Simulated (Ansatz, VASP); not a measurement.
CaInC4N4 in VASP and in Ansatz

```
CELL_PARAMETERS angstrom
8.22420 0.00000 0.00000
0.00000 8.22420 0.00000
0.00000 0.00000 3.76826
ATOMIC_POSITIONS crystal
Ca 0.00000 0.00000 0.00000
In 0.50000 0.50000 0.00000
C 0.21363 0.78637 0.00000
C 0.78637 0.21363 0.00000
C 0.21363 0.21363 0.00000
C 0.78637 0.78637 0.00000
N 0.31419 0.68581 0.00000
N 0.68581 0.31419 0.00000
N 0.31419 0.31419 0.00000
N 0.68581 0.68581 0.00000
```

Alike in both runs: functional PBE; k mesh 2 × 2 × 6; occupations gaussian, width 0.1 eV; no spin polarisation.

Ansatz relaxed the structure, and its values are those at the end. VASP's run is a single point on that final structure, the one shown.

|  | VASP | Ansatz |
| --- | --- | --- |
| version | VASP 6.6.1 | Ansatz 0.2.0 |
| potentials or method | VASP PAW PBE potentials, release 64 (Ca_sv, In_d, C, N) | scalar-relativistic, plane waves, PAW |
| plane-wave cutoff (eV) | 520 | 420 |
| valence electrons in the cell | 59 | 59 |

|  | VASP | Ansatz | Ansatz less VASP |
| --- | --- | --- | --- |
| gap on the k mesh at the Fermi level (eV) | none | none | - |
| pressure (GPa) | 0.6 | 0.2 | -0.35 |
| rms of the force components (eV/Å) | 0.195 | 0.002 | -0.1930 |

A gap of «none» marks a metal or a gap that the smearing closes. One of these differences is far larger than is usual between the two programs; its cause wasn't traced.

Caveats: the k mesh is coarse (spacing up to 0.38 Å⁻¹), so the values aren't converged; the standard files for N, O and F lose accuracy on very short bonds.
